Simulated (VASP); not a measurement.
Energy against volume of NiSi₂ (fluorite). Computed with PBE GGA with D4 dispersion, VASP's PBE PAW potentials (set 64) (plane waves; VASP). Numerical set-up: 520 eV cut-off, 10×10×10 Γ-centred mesh, first-order Methfessel-Paxton smearing of 0.10 eV, potentials Si Ni.

```
V (Å³/atom)  E (eV/atom)
-----------  -----------
12.659          -6.23923
13.050          -6.24412
13.442          -6.23704
13.833          -6.22008
```

### Question
Fit these four points and predict the energy of the run at 12.267 Å³/atom.

### Answer
A cubic in V^(−2/3), the third-order Birch-Murnaghan form, passes through the four points with V0 = 13.00 Å³/atom and B0 = 166 GPa, and gives -6.2199 eV/atom there. The run gave -6.2203 eV/atom, -0.5 meV/atom from the fit; all five points give B0 = 164 GPa.

The compound is NiSi2 in the fluorite structure. It was relaxed first. The run is not spin-polarised, so no magnetic state was tried.
